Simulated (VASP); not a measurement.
Given:

```
CELL_PARAMETERS angstrom
      1.61500    -2.79726     0.00000
      1.61500     2.79726     0.00000
      0.00000     0.00000     5.15000
ATOMIC_POSITIONS crystal
  Zr 0.33333 0.66667 0.25000
  Zr 0.66667 0.33333 0.75000
```

Calculation: RPBE GGA, VASP's PBE PAW potentials (set 64) (plane waves; VASP). Run with 520 eV cut-off, 12×12×7 Γ-centred mesh, first-order Methfessel-Paxton smearing of 0.10 eV, potentials Zr_sv.

Energy and stress use the plane-wave basis of the starting cell.

**Question.** The ions, cell shape and volume are relaxed. Predict the relaxed structure.

**Answer.** 
```
CELL_PARAMETERS angstrom
      1.63008    -2.82338     0.00000
      1.63008     2.82338     0.00000
      0.00000     0.00000     5.20814
ATOMIC_POSITIONS crystal
  Zr 0.33333 0.66667 0.25000
  Zr 0.66667 0.33333 0.75000
```
Space group P6_3/mmc (194), at a tolerance of 0.03 Å.

**Question.** How do energy and volume change from the first to the last step?

**Answer.** The energy (σ→0) changes by -6.0 meV/atom and the volume by +3.0 %, in 3 ionic steps.

```
step  E(σ→0) (eV)  max force (eV/Å)  pressure (GPa)  volume (Å³)
----  -----------  ----------------  --------------  -----------
1        -16.1776             0.000            2.78        46.53
2        -16.1791             0.000           -2.38        49.30
3        -16.1895             0.000           -0.01        47.94
```

The compound is Zr in the hcp structure. This run relaxes it. Symmetry was kept, so distortions that lower it aren't found.
